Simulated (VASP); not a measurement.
Set up this calculation in VASP 6.6.1, as the native input.

- Task: single point
- Functional: PBE
- Potentials or basis: VASP PAW PBE potentials, release 64 (Mg, W_sv, O)
- Cutoff: 520 eV
- k mesh: 3 × 3 × 3
- Occupations: fermi-dirac, width 0.1 eV
- Spin: no spin polarisation
- Dipole correction: no
- Further INCAR settings: ALGO = Normal; EDIFF = 1e-07; NBANDS = 52

The structure of MgWO4 lies in POSCAR:

```
MgWO4
1.0
    6.1052300000     -1.3133830000     -0.1398010000
    0.5355580000      4.4744640000     -1.3484290000
    0.7358950000      0.2559700000      5.2146120000
Mg W O
2 2 8
Direct
    0.2893251003      0.3801783803      0.7750876751
    0.0882448184      0.1483418395      0.3208384731
    0.7122866337      0.2343399904      0.7404121769
    0.7536083072      0.6313485198      0.3336293953
    0.8263369157      0.6662459524      0.8118464213
    0.3807467373      0.8791427326      0.3510129479
    0.0492775997      0.6442353351      0.0355492731
    0.8592903210      0.1385907511      0.0589208620
    0.0182500580      0.8849574418      0.5735793295
    0.2036993693      1.0128512956      0.9425582259
    0.6537812786      0.1648177301      0.2948361802
    0.5254054104      0.7526009594      0.0087222522
```

The cell was built by a generator and needn't be a form met in nature.

One way to write it, as run:

INCAR

```
SYSTEM = MgWO4
PREC = Accurate
ENCUT = 520
EDIFF = 1E-7
ISMEAR = -1
SIGMA = 0.1
LREAL = .FALSE.
LASPH = .TRUE.
NELM = 100
ALGO = Normal
ISIF = 2
LWAVE = .FALSE.
LCHARG = .FALSE.
GGA = PE
NBANDS = 52
```

KPOINTS

```
regular mesh
0
G
  3 3 3
  0 0 0
```

Potentials or basis: VASP PAW PBE potentials, release 64 (Mg, W_sv, O).

Launch:

```sh
$ cat potpaw_PBE.64/Mg/POTCAR potpaw_PBE.64/W_sv/POTCAR potpaw_PBE.64/O/POTCAR > POTCAR
$ mpirun -np 1 vasp_std > vasp.out
```

It gave:

```
Pressure               : -12.0 GPa
Largest force          : 6.193 eV/Å
Band gap on the k mesh : none (metal or under the smearing width)
```

Caveat: the k mesh is coarse (spacing up to 0.46 Å⁻¹), so the values aren't converged.

Run time: 3.2 min on 1 thread of Intel(R) Xeon(R) Platinum 8488C (Sapphire Rapids), on a shared host, peak memory 0.3 GiB.
